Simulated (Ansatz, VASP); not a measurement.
# Two plane-wave programs on Cs3SCl

INCAR

```
SYSTEM = Cs3SCl
PREC = Accurate
ENCUT = 520
EDIFF = 1E-7
ISMEAR = 0
SIGMA = 0.05
LREAL = .False.
LASPH = .True.
NELM = 100
ALGO = Fast
ISIF = 2
LWAVE = .False.
LCHARG = .False.
GGA = PE
NBANDS = 28
```

KPOINTS

```
Automatic mesh
0
Gamma
  4 4 4
  0 0 0
```

The input POSCAR:

```
Cs3SCl
1.0
    6.9306033725      0.0000000000      0.0000000000
    0.0000000000      6.9306033725      0.0000000000
    0.0000000000      0.0000000000      6.9306033725
S Cl Cs
1 1 3
Direct
    0.0000000000      0.0000000000      0.0000000000
    0.5000000000      0.5000000000      0.5000000000
    0.5000000000      0.5000000000      0.0000000000
    0.5000000000      0.0000000000      0.5000000000
    0.0000000000      0.5000000000      0.5000000000
```

Input for Ansatz:

```yaml
crystal:
  lattice:
    - [6.9306033725, 0.0, 0.0]
    - [0.0, 6.9306033725, 0.0]
    - [0.0, 0.0, 6.9306033725]
  atoms:
    - { symbol: S, position: [0.0, 0.0, 0.0] }
    - { symbol: Cl, position: [0.5, 0.5, 0.5] }
    - { symbol: Cs, position: [0.5, 0.5, 0.0] }
    - { symbol: Cs, position: [0.5, 0.0, 0.5] }
    - { symbol: Cs, position: [0.0, 0.5, 0.5] }
basis:
  ecutwfc: 420
kpoints:
  mp_grid: { grid: [4, 4, 4] }
hamiltonian:
  xc: pbe
scf:
  occupations: { method: gaussian, width: 0.05 }
output:
  forces: true
  stress: true
  eigenvalues: true
```

The cell comes from a database or a generator and needn't be the stable form of this composition.

Alike in both runs: task single point; functional PBE; k mesh 4 × 4 × 4; occupations gaussian, width 0.05 eV; no spin polarisation.

```csv
,VASP,Ansatz
version,VASP 6.6.1,Ansatz 0.2.0
potentials or method,"VASP PAW PBE potentials, release 64 (S, Cl, Cs_sv)","scalar-relativistic, plane waves, PAW"
plane-wave cutoff (eV),520,420
valence electrons in the cell,40,40
```

|  | VASP | Ansatz | Ansatz less VASP |
| --- | --- | --- | --- |
| gap on the k mesh at the Fermi level (eV) | 0.54 | 0.54 | +0.002 |
| least direct gap on the mesh (eV) | 0.54 | 0.54 | +0.002 |
| pressure (GPa) | -1.5 | -1.5 | 0.00 |

Caveats: spin-orbit coupling is left out, which moves the levels of the heavy elements. A k mesh can miss the band edges. A hybrid or GW would open this gap; PBE tends to underestimate it.
